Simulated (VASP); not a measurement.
Level of theory: r2SCAN+rVV10, VASP's PBE PAW potentials (set 64) (plane waves; VASP).

The input files of a VASP run:

INCAR:
```
SYSTEM = Gd
PREC = Accurate
ENCUT = 520
EDIFF = 1E-7
NELM = 100
ALGO = Normal
LREAL = .FALSE.
LASPH = .TRUE.
ISMEAR = 1
SIGMA = 0.1
METAGGA = R2SCAN
LUSE_VDW = .TRUE.
BPARAM = 11.95
CPARAM = 0.0093
LMIXTAU = .TRUE.
LMAXMIX = 6
LWAVE = .FALSE.
LCHARG = .FALSE.
ISIF = 4
IBRION = 2
NSW = 30
EDIFFG = -0.01
```

POSCAR:
```
Gd
1.0
  1.8012367162  -3.1198332892   0.0000000000
  1.8012367162   3.1198332892   0.0000000000
  0.0000000000   0.0000000000   5.5011273760
Gd
2
Cart
  1.8012367162   1.0399465096   1.3752818440
  1.8012367162  -1.0399465096   4.1258455320
```

**KPOINTS**
```
K-points
0
Gamma
11 11 7
```

POTCAR, in this order: Gd_3 (PBE.64 set). Program: vasp_std.

The 4f electrons are frozen in the core of the lanthanide potential, so 4f levels, which can set the real gap, and their magnetism are missing.

**Question.** Predict the energy per atom (σ→0), band gap (on the k-mesh).

**Answer.** 
```
Property                                                     Value
------------------------  ----------------------------------------
energy per atom (σ→0)                              -30.342 eV/atom
band gap (on the k-mesh)  none (metal, semimetal or under 0.01 eV)
```

**OSZICAR**
```
...
DAV:   6    -0.606832636923E+02   -0.10159E-05   -0.41591E-06  2443   0.152E-02    0.339E-02
DAV:   7    -0.606832722191E+02   -0.85268E-05   -0.14005E-05  1714   0.381E-02    0.503E-03
DAV:   8    -0.606832724913E+02   -0.27222E-06   -0.23637E-06  1984   0.158E-02    0.122E-03
DAV:   9    -0.606832722965E+02    0.19479E-06   -0.32235E-07  1869   0.558E-03    0.264E-03
DAV:  10    -0.606832724714E+02   -0.17491E-06   -0.22525E-07  1724   0.526E-03    0.108E-03
DAV:  11    -0.606832722072E+02    0.26422E-06   -0.10314E-07  1152   0.373E-03    0.113E-03
DAV:  12    -0.606832722502E+02   -0.43010E-07   -0.38274E-09   837   0.675E-04
   3 F= -.60683272E+02 E0= -.60683193E+02  d E =-.632190E-02
```

The compound is Gd in the hcp structure. This cell is one point of a volume scan, at 0.94 of the reference volume. Symmetry was kept, so distortions that lower it aren't found.
